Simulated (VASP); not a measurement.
Consider the following.

```xyz
1
Lattice="0.0000 1.9369 1.9369 1.9369 0.0000 1.9369 1.9369 1.9369 0.0000" Properties=species:S:1:pos:R:3 pbc="T T T"
Pd     0.0000     0.0000     0.0000
```

Calculation: PBEsol GGA, VASP's PBE PAW potentials (set 64) (plane waves; VASP 6.6.1). Run with 500 eV cut-off, 16×16×16 Γ-centred mesh, first-order Methfessel-Paxton smearing of 0.10 eV, potentials Pd.

### Question
Estimate the energy per atom (σ→0), band gap (on the k-mesh) with the smallest direct gap where there is one.

### Answer

The band gap (on the k-mesh) comes out as none (metal, semimetal or under 0.01 eV). The energy per atom (σ→0) comes out as -5960 meV/atom.

Only differences to runs with the same potentials and settings are physical.

The compound is Pd in the fcc structure. It was relaxed first.
